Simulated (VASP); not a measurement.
All values below come from LDA (Ceperley-Alder, Perdew-Zunger), VASP's LDA PAW potentials (set 64) (plane waves; VASP).

Input for VASP

File KPOINTS:
```
Automatic mesh
0
gamma
  13 13 13
```

File POSCAR:
```
CoGa
2.866580
  1.0000001719   0.0000000000   0.0000000000
  0.0000000000   1.0000001719   0.0000000000
  0.0000000000   0.0000000000   1.0000001719
Ga Co
1 1
Direct
  0.5000000000   0.5000000000   0.5000000000
  0.0000000000   0.0000000000   0.0000000000
```

### INCAR
```
# general
SYSTEM  = CoGa
PREC    = Accurate
ENCUT   = 520
LREAL   = .FALSE.
LASPH   = .TRUE.   # aspherical one-centre terms

# electronic loop
EDIFF   = 1E-7   # SCF stop (eV)
NELM    = 100
ALGO    = Normal   # blocked Davidson
LMAXMIX = 4   # l cut-off of mixed one-centre charges

# smearing
ISMEAR  = 1   # Methfessel-Paxton
SIGMA   = 0.1

# ions
ISIF    = 2   # forces and stress, cell fixed

# output
LWAVE   = .FALSE.
LCHARG  = .FALSE.
```

POTCAR, in this order: Ga_d Co (LDA.64 set). Program: vasp_std.

Output

File OUTCAR:
```
 ion  position               nearest neighbor table
   1  0.500  0.500  0.500-   2 2.48   2 2.48   2 2.48   2 2.48   2 2.48   2 2.48   2 2.48   2 2.48
  LATTYP: Found a simple cubic cell.
 ALAT       =     2.8665804927
 Subroutine PRICEL returns:
 Original cell was already a primitive cell.
 Subroutine GETGRP returns: Found 48 space group operations
The static configuration has the point symmetry O_h .
The dynamic configuration has the point symmetry O_h .
 Subroutine INISYM returns: Found 48 space group operations
 Subroutine IBZKPT returns following result:
 Found     84 irreducible k-points:

 Following reciprocal coordinates:
            Coordinates               Weight
  0.000000  0.000000  0.000000      1.000000
  0.076923  0.000000  0.000000      6.000000
  0.153846  0.000000  0.000000      6.000000
  0.230769  0.000000  0.000000      6.000000
  0.307692  0.000000  0.000000      6.000000
  0.384615  0.000000  0.000000      6.000000
  0.461538  0.000000  0.000000      6.000000
  0.076923  0.076923  0.000000     12.000000
  0.153846  0.076923  0.000000     24.000000
  0.230769  0.076923  0.000000     24.000000
...
```

File OSZICAR:
```
       N       E                     dE             d eps       ncg     rms          rms(c)
DAV:   1     0.988934160414E+02    0.98893E+02   -0.10892E+04  2656   0.263E+03
DAV:   2    -0.844696026772E+01   -0.10734E+03   -0.10513E+03  2576   0.358E+02
DAV:   3    -0.134617292467E+02   -0.50148E+01   -0.49945E+01  2912   0.828E+01
DAV:   4    -0.135380755856E+02   -0.76346E-01   -0.76344E-01  3360   0.961E+00
DAV:   5    -0.135402653324E+02   -0.21897E-02   -0.21897E-02  3131   0.141E+00    0.974E+00
DAV:   6    -0.145479352156E+02   -0.10077E+01   -0.23035E+01  2858   0.655E+01    0.117E+01
DAV:   7    -0.125125556823E+02    0.20354E+01   -0.93900E+00  2611   0.483E+01    0.173E+00
DAV:   8    -0.124908354921E+02    0.21720E-01   -0.25803E-01  3057   0.547E+00    0.659E-01
DAV:   9    -0.124837220694E+02    0.71134E-02   -0.19806E-02  3553   0.222E+00    0.135E-01
DAV:  10    -0.124833489587E+02    0.37311E-03   -0.58011E-04  3298   0.360E-01    0.701E-02
DAV:  11    -0.124833214714E+02    0.27487E-04   -0.73449E-05  3530   0.150E-01    0.137E-02
DAV:  12    -0.124833211576E+02    0.31376E-06   -0.39071E-06  3522   0.348E-02    0.362E-03
DAV:  13    -0.124833212004E+02   -0.42805E-07   -0.26893E-07  2388   0.856E-03
   1 F= -.12483321E+02 E0= -.12483635E+02  d E =0.940335E-03
```

OUTCAR:
```
------------------------ aborting loop because EDIFF is reached ----------------------------------------
  FORCE on cell =-STRESS in cart. coord.  units (eV):
  Direction    XX          YY          ZZ          XY          YZ          ZX
  --------------------------------------------------------------------------------------
  Total       -1.6187511     -1.6187511     -1.6187511     -0.0000000      0.0000000      0.0000000
  in kB     -110.1027653   -110.1027653   -110.1027653     -0.0000000      0.0000000      0.0000000
  external PRESSURE =    -110.1027653 kB  Pullay stress =       0.0000000 kB
  volume of cell :       23.56
      direct lattice vectors                 reciprocal lattice vectors
     2.866580493  0.000000000  0.000000000     0.348847696  0.000000000  0.000000000
     0.000000000  2.866580493  0.000000000     0.000000000  0.348847696  0.000000000
     0.000000000  0.000000000  2.866580493     0.000000000  0.000000000  0.348847696
 POSITION                                       TOTAL-FORCE (eV/Angst)
 -----------------------------------------------------------------------------------
      1.43329      1.43329      1.43329         0.000000      0.000000      0.000000
      0.00000      0.00000      0.00000         0.000000      0.000000      0.000000
 -----------------------------------------------------------------------------------
    total drift:                                0.000000      0.000000     -0.000000
  FREE ENERGIE OF THE ION-ELECTRON SYSTEM (eV)
  ---------------------------------------------------
  free  energy   TOTEN  =       -12.4833212004 eV

  energy  without entropy=      -12.4842615355  energy(sigma->0) =      -12.48363465
```
(Selected blocks of OUTCAR.)

The compound is CoGa in the CsCl type structure. This cell is one point of a volume scan, at 1.06 of the reference volume. The run is not spin-polarised, so no magnetic state was tried.
